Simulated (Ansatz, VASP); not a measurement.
# Sb (Antimony) in two plane-wave programs

Wanted: the spread between two codes on one cell, functional and k mesh. The cell is taken from a series of runs on this material, whose earlier steps may have relaxed, scaled, displaced or heated it; both programs get it as it stands.

Main program and level: Ansatz 0.2.0; plane waves, with VASP 6.6.1 beside it; relaxation of cell and atoms at PBEsol.

This is not the structure that Sb takes at ambient pressure and room temperature (space group No. 166); it is a model or a phase of other conditions.

## Step 1: Set-up

The structure is cubic, space group Pm-3m (No. 221). Conventional cell: a = 3.062 Å, b = 3.062 Å, c = 3.062 Å, α = 90.00°, β = 90.00°, γ = 90.00°. Nearest to Sb lie 6 Sb at 3.06 Å.

## Step 2: Ansatz: relaxation of cell and atoms, PBEsol

Ansatz runs on its default PAW (the set named soft_2) files.

The relaxed volume is the usual yardstick between codes: in a stiff, nearly cubic crystal its relative difference is about their pressure difference at one cell divided by the bulk modulus.

File input.yaml:

```yaml
crystal:
  lattice:
    - [3.0617437798, 0.0, 0.0]
    - [0.0, 3.0617437798, 0.0]
    - [0.0, 0.0, 3.0617437798]
  atoms:
    - { symbol: Sb, position: [0.0, 0.0, 0.0] }
kpoints:
  mp_grid: { grid: [14, 14, 14] }
hamiltonian:
  xc: pbesol
scf:
  occupations: { method: gaussian, width: 0.1 }
output:
  forces: true
  stress: true
  eigenvalues: true
relax:
  adjacent_minimum: "off"
  f_tol: 0.005
  max_steps: 80
  cell: { stress_tol: 0.05 }
```

Run with:

```bash
$ ansatz run input.yaml --threads 4 --pin off --max-ram 7168MiB --backend cpu --events-out ev --progress --plain --runs-dir out
```

Numbers of over 12 decimals in the logs are rounded to 6 here.

What it wrote:

```text
Engine: ansatz 0.2.0, aarch64-unknown-linux-gnu
Pseudopotentials: kind: paw
Pseudopotential: Sb, paw, valence charge 15, recommended cutoff 420 eV (normal), Sb.paw.azcp
Functional definition: PBEsol
  exchange = pbesol_x
  correlation = pbesol_c
Crystal: 1 atoms, lattice volume = 28.702 Å³
Basis set: ecut = 420 eV, 587 PW (Γ), exchange–correlation on 48×48×48 points (8 copies of the dense FFT grid, shifted against one another)
Bands: 12, of which v1, the nominal top of the filled ones, is band 8 counted from 1 (7 counted from 0)
Symmetry: 48 space group operations
Space group: Pm-3m (ITA 221), of the structure as read, at distance tolerance 3.1e-5 Å
k-points: 120 of 2744
Non-local potential: Sb, projectors of the file, l = 0: 2, l = 1: 2, l = 2: 2, l = 3: 2
PAW form: soft (Blöchl's): semilocal exchange-correlation on the pseudo side does not see the compensation charge
PAW frozen core: Sb, regenerated for the run's functional, and the local potential with it (the file was generated under x = pbe(κ = 0.804, μ = 0.219515), c = pbe(β = 0.066725))
PAW one-centre angular grid: Sb, 590 points (default); XC on 64 Gauss nodes
Initial density: superposition of atomic densities (neutral atoms: chi_scale 0, normalization atom), corrected by the library's trained network
Initial wavefunctions: pseudopotential atomic-orbital guess
Functional: x = pbesol(κ = 0.804, μ = 0.123457), c = pbesol(β = 0.046)
SCF iter   1: F=—  HF=-6408.062722 eV  |F-HF|=—  |Δ(HF+E_count)|=         —  Δρ=2.20e-3  dr2=8.55e-4  ethr=1.77e-3  ⟨swp⟩=5.2  Hψ=8491  notcnv=0
preconditioner: auto → none  [metal: Δε(μ)=0.054 eV  Ē_g=12.397 eV  σ=0.100 eV  W_gap=0.29  n_scr=6 (ndim 8)  ℏωp=15.5 eV  f_vac=0.001  D(μ)=0.76/eV (n_scr^D=6)  sad-step TF]
SCF iter   2: F=—  HF=-6408.061441 eV  |F-HF|=—  |Δ(HF+E_count)|=   1.28e-3  Δρ=1.39e-3  dr2=3.54e-4  ethr=5.70e-6  ⟨swp⟩=2.3  Hψ=2804  notcnv=0
SCF iter   3: F=—  HF=-6408.061342 eV  |F-HF|=—  |Δ(HF+E_count)|=   9.87e-5  Δρ=6.11e-4  dr2=5.55e-5  ethr=2.36e-6  ⟨swp⟩=2.0  Hψ=2290  notcnv=0
SCF iter   4: F=—  HF=-6408.061299 eV  |F-HF|=—  |Δ(HF+E_count)|=   4.37e-5  Δρ=1.88e-4  dr2=4.34e-6  ethr=3.70e-7  ⟨swp⟩=2.0  Hψ=2290  notcnv=0
SCF iter   5: F=—  HF=-6408.061297 eV  |F-HF|=—  |Δ(HF+E_count)|=   1.11e-6  Δρ=1.23e-4  dr2=2.08e-6  ethr=2.90e-8  ⟨swp⟩=1.0  Hψ=1386  notcnv=0
SCF iter   6: F=—  HF=-6408.061296 eV  |F-HF|=—  |Δ(HF+E_count)|=   1.17e-6  Δρ=3.83e-5  dr2=2.09e-7  ethr=1.39e-8  ⟨swp⟩=2.1  Hψ=1996  notcnv=0
SCF iter   7: F=-6408.061296 eV  HF=-6408.061296 eV  |F-HF|=2.25e-9  |Δ(HF+E_count)|=   1.31e-7  Δρ=4.64e-6  dr2=2.31e-9  ethr=6.67e-10  ⟨swp⟩=6.5  Hψ=6081  notcnv=0
SCF 1 converged in 7 iterations: F = -6408.061296 eV  dr2 = 2.31e-9
  greatest PAW one-centre occupation: 0.996 electrons in one spin orbital (limit 2), on the Sb atom at site 0 (counted from 0), in its partial waves of l = 2
relax step   1: F+E_penalty+E_count = -6408.06129614 eV  Δ(F+E_penalty+E_count) = +0.000e0 eV  max|allowed force component| = 0.000e0 eV/Å  Δτ_max = 0.0000 Å  P = -0.017 GPa  Ω = 28.702 Å³  (7 SCF iters, dr2 threshold 1.00e-7 eV, accepted)
Initial density: handed on by an earlier stage of this run
Initial wavefunctions: pseudopotential atomic-orbital guess (no wavefunctions were taken with the density)
iter 1 solved again at ethr=1.98e-7 eV; its pass at ethr=3.10e-3 eV (dr2=2.97e-5 eV) is discarded
SCF iter   1: F=—  HF=-6408.061298 eV  |F-HF|=—  |Δ(HF+E_count)|=         —  Δρ=5.40e-6  dr2=3.66e-9  ethr=1.98e-7  ⟨swp⟩=3.0  Hψ=12090  notcnv=0
eigensolver tolerance schedule: the retry pair's looser diagonalisation over-reported the residual by 8096.84 of it (diagonalisation noise at 1.07 of the residual, at the tolerance the schedule requests for it); recorded, not acted on — ethr = c·dr2/N_el stays at c = 1.0e-1
preconditioner: auto → none  [metal: Δε(μ)=0.050 eV  Ē_g=12.400 eV  σ=0.100 eV  W_gap=0.27  n_scr=6 (ndim 8)  ℏωp=15.5 eV  f_vac=0.000  D(μ)=0.76/eV (n_scr^D=6)]
SCF iter   2: F=—  HF=-6408.061296 eV  |F-HF|=—  |Δ(HF+E_count)|=   1.73e-6  Δρ=1.22e-6  dr2=3.37e-10  ethr=2.44e-11  ⟨swp⟩=3.6  Hψ=3094  notcnv=0
SCF iter   3: F=—  HF=-6408.061296 eV  |F-HF|=—  |Δ(HF+E_count)|=  1.33e-10  Δρ=6.68e-7  dr2=5.52e-11  ethr=2.25e-12  ⟨swp⟩=2.2  Hψ=2263  notcnv=0
SCF iter   4: F=-6408.061296 eV  HF=-6408.061296 eV  |F-HF|=1.82e-12  |Δ(HF+E_count)|=  9.09e-12  Δρ=9.63e-8  dr2=1.95e-12  ethr=1.00e-12  ⟨swp⟩=6.6  Hψ=6161  notcnv=0
SCF 2 converged in 4 iterations: F = -6408.061296 eV  dr2 = 1.95e-12
relax step   2: F+E_penalty+E_count = -6408.06129614 eV  Δ(F+E_penalty+E_count) = -9.504e-10 eV  max|allowed force component| = 0.000e0 eV/Å  Δτ_max = 0.0000 Å  P = -0.017 GPa  Ω = 28.702 Å³  stress off target by 1.72e-2 GPa  SCF on the basis re-selected at this cell (its energy is not comparable with the rows above)  (4 SCF iters)
basis re-selected at this cell: Δ(F+E_penalty+E_count) = -9.504e-10 eV, ΔP = -0.000 GPa vs the last step (what re-selecting the basis moved, of the pressure what is left beyond the Pulay correction that the steps carried, after the strain that the cell walked since its last selection, with what the two solves' SCF thresholds leave and, on support functions, any second-order correction that the steps lacked; it is no  [...]
SCF converged after 4 iterations
Free energy (F): -6408.061296 eV
Harris-Foulkes:  -6408.061296 eV  (|F-HF|=1.82e-12)
Internal energy: -6408.057507 eV  (E = F + TS)
E sigma→0 (E₀):  -6408.059402 eV
Entropy (-TS):   -0.003789 eV (-3.789 meV/atom)
Fermi energy:    10.363431 eV
--- Per-component energies (eV) ---
  E_band       = -160.436502
  E_kinetic    = 207.590503
  E_local      = -1541.897060  (includes V_loc(G=0)·N_el)
  E_nonlocal   = 364.103042
  E_hartree    = 700.300790
  E_xc         = -137.672708
  E_vxc        = -96.869486  (∫ρ·V_xc dr)
  E_paw        = -4499.607727  (= ΣΔE_a)
  E_vpaw       = -493.965152  (= ΣTr[D̂ρ^β])
  E_aug_tail   = -0.000002  (compensation charges beyond the density's cutoff)
  E_ewald      = -1501.206203
  E_core_change = 0.331857  (= ΣΔE_core)
  E_smearing   = -0.003789  (= −TS)
  E_closure    = 0.000000  (closes the sum)
  Σ components = -6408.061296   (vs F -6408.061296, Δ=0.00e0)
--- Forces (eV/Å), atoms counted from 1 ---
  atom   1  Sb    -0.00000000     0.00000000    -0.00000000
  max |Σ_I F_I| component: 1.45e-30 eV/Å
--- Stress (GPa, compression-positive) ---
       -0.017189       0.000000       0.000000
        0.000000      -0.017189       0.000000
        0.000000       0.000000      -0.017189
  P = ⅓ Tr σ = -0.0172 GPa (-0.172 kbar)
--- Band table (eV; the first three rows and the last of 120) ---
  k-point 0: bands = [... 4 lower, -18.5416, -2.2832, 13.7788, 13.7788, 13.7788, 17.6089, 17.6089, 18.7904]
  k-point 1: bands = [... 4 lower, -18.5414, -2.2061, 12.7900, 13.8558, 13.8558, 17.6725, 18.1877, 19.3940]
  k-point 2: bands = [... 4 lower, -18.5408, -1.9764, 11.0122, 14.0813, 14.0813, 17.8628, 18.5776, 21.3551]
  k-point 119: bands = [... 4 lower, -18.4592, 6.0789, 8.7404, 8.7404, 8.7404, 15.2389, 15.2389, 15.2389]
--- Relaxed structure (1 steps of the walk, 1 accepted, 1 SCFs on fresh bases) ---
  F+E_penalty+E_count = -6408.06129614 eV   max|allowed force component| = 0.000e0 eV/Å   (the final SCF, on the basis selected at the relaxed cell)
  cell:  # Å, volume = 28.7016 Å³
    - [3.0617437798, 0.0, 0.0]
    - [0.0, 3.0617437798, 0.0]
    - [0.0, 0.0, 3.0617437798]
  atoms:
    - { symbol: Sb, position: [0.0, 0.0, 0.0] }
```

In the SCF lines HF is the Harris–Foulkes energy and dr2 the Hartree energy of the density residual, in eV; the loop may stop once dr2 is under the threshold and the program's other checks hold. Hψ counts applications of the Hamiltonian.

## Step 3: VASP: relaxation of cell and atoms, PBEsol

The same cell, functional, mesh and smearing now go to VASP, with its own data sets.

Lines of VASP's logs that name or quote its potential files are left out, and so is its time.

File INCAR:

```
SYSTEM = Sb
PREC = Accurate
ENCUT = 500
EDIFF = 1E-07
NELM = 120
ISMEAR = 0
SIGMA = 0.1
LREAL = .FALSE.
ALGO = Normal
GGA = PS
NBANDS = 8
LORBIT = 11
LWAVE = .FALSE.
LCHARG = .FALSE.
ISIF = 3
IBRION = 2
NSW = 80
EDIFFG = -0.005
LASPH = .TRUE.
GGA_COMPAT = .FALSE.
NELMIN = 4
```

File POSCAR:

```
Sb
1.0
    3.0617440000      0.0000000000      0.0000000000
    0.0000000000      3.0617440000      0.0000000000
    0.0000000000      0.0000000000      3.0617440000
Sb
1
Direct
    0.0000000000      0.0000000000      0.0000000000
```

File KPOINTS:

```
Automatic mesh
0
Gamma
14 14 14
0 0 0
```

The projector-augmented-wave data sets are Sb (PBE family, release 64).

Run with:

```bash
$ mpirun -np 1 vasp_std
```

What it wrote:

```text
[banner, memory and clock lines left out]
running    1 mpi-ranks, on    1 nodes
 distrk:  each k-point on    1 cores,    1 groups
 distr:  one band on    1 cores,    1 groups

 POSCAR found type information on POSCAR Sb
 POSCAR found :  1 types and       1 ions
|                                                                             |
|               ----> ADVICE to this user running VASP <----                  |
|                                                                             |
|     You enforced a specific xc type in the INCAR file but a different       |
|     [... a line on the potential file left out ...]
|     I HOPE YOU KNOW WHAT YOU ARE DOING!                                     |
|                                                                             |

 LDA part: xc-table for (Slater+PW92), standard interpolation
 POSCAR, INCAR and KPOINTS ok, starting setup
 FFT: planning ... GRIDC
 FFT: planning ... GRID_SOFT
 FFT: planning ... GRID
 WAVECAR not read
 entering main loop
       N       E                     dE             d eps       ncg     rms          rms(c)
DAV:   1     0.529772189173E+01    0.52977E+01   -0.16597E+03  1936   0.398E+02
DAV:   2    -0.442071407409E+01   -0.97184E+01   -0.92087E+01  2784   0.532E+01
DAV:   3    -0.453918494101E+01   -0.11847E+00   -0.11789E+00  2192   0.675E+00
DAV:   4    -0.453970292056E+01   -0.51798E-03   -0.51796E-03  2904   0.549E-01
DAV:   5    -0.453970460890E+01   -0.16883E-05   -0.16881E-05  2400   0.196E-02    0.199E+00
DAV:   6    -0.453829921202E+01    0.14054E-02   -0.19712E-04  2776   0.112E-01    0.119E+00
DAV:   7    -0.453728723434E+01    0.10120E-02   -0.58564E-04  2128   0.178E-01    0.572E-02
DAV:   8    -0.453729961165E+01   -0.12377E-04   -0.18504E-05  2744   0.290E-02    0.459E-03
DAV:   9    -0.453730047590E+01   -0.86425E-06   -0.64769E-07  2424   0.539E-03    0.146E-03
DAV:  10    -0.453730045787E+01    0.18029E-07   -0.12241E-07  2352   0.201E-03
   1 F= -.45373005E+01 E0= -.45354139E+01  d E =-.453730E+01
 curvature:   0.00 expect dE= 0.000E+00 dE for cont linesearch  0.000E+00
 trial: gam= 0.00000 g(F)=  0.000E+00 g(S)=  0.488E-04 ort = 0.000E+00 (trialstep = 0.100E+01)
 search vector abs. value=  0.488E-04
 bond charge predicted
       N       E                     dE             d eps       ncg     rms          rms(c)
DAV:   1    -0.453735714488E+01   -0.56669E-04   -0.14102E-03  2080   0.160E-01    0.305E-02
DAV:   2    -0.453732584751E+01    0.31297E-04   -0.27722E-05  2040   0.323E-02    0.182E-02
DAV:   3    -0.453730879110E+01    0.17056E-04   -0.34123E-05  2056   0.244E-02    0.512E-03
DAV:   4    -0.453730880246E+01   -0.11365E-07   -0.36954E-07  2376   0.449E-03
   2 F= -.45373088E+01 E0= -.45354142E+01  d E =-.834459E-05
 trial-energy change:   -0.000008  1 .order   -0.000010   -0.000049    0.000029
 step:   0.5986(harm=  0.6268)  dis= 0.00000  next Energy=    -4.537315 (dE=-0.143E-04)
 bond charge predicted
       N       E                     dE             d eps       ncg     rms          rms(c)
DAV:   1    -0.453732188869E+01   -0.13098E-04   -0.22545E-04  2080   0.641E-02    0.109E-02
DAV:   2    -0.453731712762E+01    0.47611E-05   -0.44179E-06  2032   0.129E-02    0.641E-03
DAV:   3    -0.453731488458E+01    0.22430E-05   -0.54101E-06  2040   0.970E-03    0.214E-03
DAV:   4    -0.453731487807E+01    0.65068E-08   -0.57531E-08  1992   0.179E-03
   3 F= -.45373149E+01 E0= -.45354236E+01  d E =-.144202E-04
 curvature:  -0.31 expect dE=-0.284E-07 dE for cont linesearch -0.284E-07
 trial: gam=-0.04139 g(F)=  0.198E-68 g(S)=  0.913E-07 ort = 0.211E-05 (trialstep = 0.920E+00)
 search vector abs. value=  0.271E-09
 reached required accuracy - stopping structural energy minimisation
```

OUTCAR, selected parts (step 3):

```text
ion  position               nearest neighbor table
   1  0.000  0.000  0.000-

  LATTYP: Found a simple cubic cell.
 ALAT       =     3.0617440000

 Subroutine GETGRP returns: Found 48 space group operations
 (whereof 48 operations were pure point group operations)

The static configuration has the point symmetry O_h .

 Found    120 irreducible k-points:

   k-points           NKPTS =    120   k-points in BZ     NKDIM =    120   number of bands    NBANDS=      8

   dimension x,y,z NGX =    24 NGY =   24 NGZ =   24
   dimension x,y,z NGXF=    48 NGYF=   48 NGZF=   48

   ENCUT  =  500.0 eV  36.75 Ry    6.06 a.u.   5.58  5.58  5.58*2*pi/ulx,y,z

   NELECT =       5.0000    total number of electrons

 k-points in reciprocal lattice and weights: Automatic mesh
   0.00000000  0.00000000  0.00000000       0.000
   0.07142857  0.00000000  0.00000000       0.002
   0.14285714  0.00000000  0.00000000       0.002
   0.21428571  0.00000000  0.00000000       0.002
   0.28571429  0.00000000  0.00000000       0.002
   0.35714286  0.00000000  0.00000000       0.002
   0.42857143  0.00000000  0.00000000       0.002
   0.50000000  0.00000000  0.00000000       0.001
   0.07142857  0.07142857  0.00000000       0.004
[...]
0.50000000  0.50000000  0.42857143       0.002
   0.50000000  0.50000000  0.50000000       0.000

 average (electrostatic) potential at core
       1 -85.1638

 E-fermi :   7.4026

 k-point     1 :       0.0000    0.0000    0.0000
  band No.  band energies     occupation
      1      -5.2308      2.00000
      2      10.8151      0.00000
      3      10.8151      0.00000
      4      10.8151      0.00000
      5      14.4488      0.00000
      6      14.4488      0.00000
    ...

 k-point     2 :       0.0714    0.0000    0.0000
  band No.  band energies     occupation
      1      -5.1538      2.00000
      2       9.8251      0.00000
      3      10.8920      0.00000
      4      10.8920      0.00000
      5      14.5088      0.00000
      6      15.0443      0.00000
    ...

 k-point     3 :       0.1429    0.0000    0.0000
  band No.  band energies     occupation
      1      -4.9247      2.00000
      2       8.0492      0.00000
      3      11.1172      0.00000
      4      11.1172      0.00000
      5      14.6880      0.00000
      6      15.4934      0.00000
    ...

  Total        0.0007942      0.0007942      0.0007942      0.0000000      0.0000000      0.0000000
  in kB        0.0442607      0.0442607      0.0442607      0.0000000      0.0000000      0.0000000
  external PRESSURE =       0.0442607 kB  Pullay stress =       0.0000000 kB

  energy-cutoff  :      500.00
  volume of cell :       28.75
      direct lattice vectors                 reciprocal lattice vectors
     3.063367049  0.000000000 -0.000000000     0.326438192  0.000000000 -0.000000000
    -0.000000000  3.063367049 -0.000000000    -0.000000000  0.326438192  0.000000000
     0.000000000 -0.000000000  3.063367049     0.000000000  0.000000000  0.326438192

 POSITION                                       TOTAL-FORCE (eV/Angst)
 -----------------------------------------------------------------------------------
      0.00000      0.00000      0.00000        -0.000000      0.000000      0.000000
 -----------------------------------------------------------------------------------
    total drift:                               -0.000000      0.000000      0.000000

  FREE ENERGIE OF THE ION-ELECTRON SYSTEM (eV)
  ---------------------------------------------------
  free  energy   TOTEN  =        -4.5373148781 eV

  energy  without entropy=       -4.5335322302  energy(sigma->0) =       -4.53542355

 reached required accuracy - stopping structural energy minimisation

 total charge
# of ion       s       p       d       tot
------------------------------------------
    1        1.213   1.135   0.039   2.387

[... 3 further parts left out ...]
```

CONTCAR:

```
Sb
   1.00000000000000
     3.0633670491127716    0.0000000000000000   -0.0000000000000000
    -0.0000000000000000    3.0633670491127716   -0.0000000000000000
     0.0000000000000000   -0.0000000000000000    3.0633670491127716
  Sb
     1
Direct
     0.0000000000000000    0.0000000000000000    0.0000000000000000
```

The run keeps the 48 symmetry operations of its start, so it cannot find a distortion of lower symmetry.

## Step 4: Comparison

Known differences besides the potentials themselves: the data sets hold 15 valence electrons in Ansatz (on its default PAW (the set named soft_2) files) and 5 in VASP; the cutoff is 420 eV in Ansatz and 500 eV in VASP; Ansatz makes its cores anew for this functional, VASP keeps those of its PBE data sets; Ansatz adds a Pulay correction to the stress that steers its cell, VASP none. Total energies have different zeros and are not compared.

The two programs side by side:

```csv
quantity,Ansatz,VASP,difference
volume (Å³),28.70,28.75,-0.16 %
"edge a after relaxation, in the typed setting (Å)",3.062,3.063,-0.06 %
```

## Step 5: What came out

- difference in volume (relaxation of cell and atoms, PBEsol): -0.16 %

The difference in volume is -0.16 % (relaxation of cell and atoms, PBEsol), within the 1.2 % picked in this series as the mark of a large difference, as far as the stopping tolerances let one tell. The data sets hold unlike numbers of valence electrons (15 in Ansatz and 5 in VASP), so part of the differences comes from the potentials. How closely two codes agree says nothing of how well the functional describes the real material.

[Lines on the potential files, build, host, timing and source positions are cut from VASP's logs without a mark.]

[Logs are printed without paths, hosts, clocks, repeated set-up lines and the standing remarks that a program may print on its own settings, such as how far it seeks lower states.]

[Hosts, paths, dates, database ids (printed as entryN), source tags and the programs' standing remarks are cut or masked in the printed files.]
